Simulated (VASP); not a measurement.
Crystal: ScAl3.

```xyz
4
Lattice="4.0878 0.0000 0.0000 0.0000 4.0878 0.0000 0.0000 0.0000 4.0878" Properties=species:S:1:pos:R:3 pbc="T T T"
Sc    0.0000    0.0000    0.0000
Al    2.0439    0.0000    2.0439
Al    0.0000    2.0439    2.0439
Al    2.0439    2.0439    0.0000
```

The cell is a database's computed one.

```yaml
Program: VASP 6.6.1
Task: relaxation of cell and atoms
Functional: LDA
Potentials_or_basis: VASP PAW LDA potentials, release 64 (Sc_sv, Al)
Cutoff: 600 eV
k_mesh: 10 × 10 × 10
Occupations: gaussian, width 0.1 eV
Spin: no spin polarisation
```

At the start: pressure -3.6 GPa; volume 17.08 Å³/atom.

Task: How do energy, volume and symmetry change on relaxing?

Result: Over 3 steps the energy falls by 7.7 meV/atom and the volume is 16.41 Å³/atom (-3.9 %); space group Pm-3m (No. 221, to 0.05 Å).

The path:
```
step  energy change (eV)  largest force (eV/Å)  pressure (GPa)  volume (Å³)
   1              0.0000                0.0000           -3.55        68.31
   2             -0.0259                0.0000            1.54        64.63
   3             -0.0307                0.0000            0.00        65.63
```

Final structure:
```yaml
crystal:
  lattice:
    - [4.03374, 0.00000, 0.00000]
    - [0.00000, 4.03374, 0.00000]
    - [0.00000, 0.00000, 4.03374]
  atoms:
    - { symbol: Sc, position: [0.00000, 0.00000, 0.00000] }
    - { symbol: Al, position: [0.50000, 0.00000, 0.50000] }
    - { symbol: Al, position: [0.00000, 0.50000, 0.50000] }
    - { symbol: Al, position: [0.50000, 0.50000, 0.00000] }
```
